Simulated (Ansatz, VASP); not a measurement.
Two plane-wave programs on Ta2NbO2

```
Ta Nb O
1.0
     4.25419    0.00000    0.00000
    -2.12709    3.68423    0.00000
     0.00000    0.00000    6.08865
Ta Nb O
2 1 2
Cartesian
  0.0000 0.0000 3.0443
  0.0000 0.0000 0.0000
  0.0000 2.4562 0.0000
  0.0000 2.4562 1.9546
  0.0000 2.4562 4.1340
```

Alike in both runs: functional PBE; k mesh 6 × 6 × 4; occupations gaussian, width 0.1 eV; no spin polarisation.

Ansatz relaxed the structure, and its values are those at the end. VASP's run is a single point on that final structure, the one shown.

```csv
,VASP,Ansatz
version,VASP 6.6.1,Ansatz 0.2.0
potentials or method,"VASP PAW PBE potentials, release 64 (Ta_pv, Nb_sv, O)","scalar-relativistic, plane waves, PAW"
plane-wave cutoff (eV),520,420
valence electrons in the cell,47,51
```

Ansatz gave:

| Item | Value |
| --- | --- |
| gap on the k mesh at the Fermi level (eV) | none |
| pressure (GPa) | 0.0 |
| rms of the force components (eV/Å) | 0.002 |

Question: Which values does VASP return?

Answer: gap on the k mesh at the Fermi level (eV): none; pressure (GPa): 0.0; rms of the force components (eV/Å): 0.008.

A gap of «none» marks a metal or a gap that the smearing closes. The two sets of potentials don't hold the same shells in valence.

Caveats: an odd number of electrons without spin polarisation forces a metal; a magnetic or distorted state may lie lower. Spin-orbit coupling is left out, which matters for the levels of Ta.
